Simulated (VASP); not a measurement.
Input:

```yaml
crystal:
  lattice:
    - [-2.70289, 2.70289, 2.70289]
    - [2.70289, -2.70289, 2.70289]
    - [2.70289, 2.70289, -2.70289]
  atoms:
    - { symbol: K, position: [0.00000, 0.00000, 0.00000] }
```

These are revPBE GGA, VASP's PBE PAW potentials (set 64) (plane waves; VASP) values and carry that method's errors. Numerical set-up: 520 eV cut-off, Gaussian smearing of 0.050 eV, potentials K_sv.

Problem. Give the energies of bands 5 to 7 at the high-symmetry points, in eV from the Fermi level.

Solution. 
| band | Γ | H | N | P |
|---|---|---|---|---|
| 5 | -2.09 | 1.65 | 0.43 | 1.39 |
| 6 | 4.23 | 1.65 | 0.59 | 1.39 |
| 7 | 4.23 | 3.27 | 3.13 | 1.39 |

It has no gap at this level: it comes out as a metal or semimetal.

The compound is K in the bcc structure. It was relaxed first, which changed the volume by +7 %.
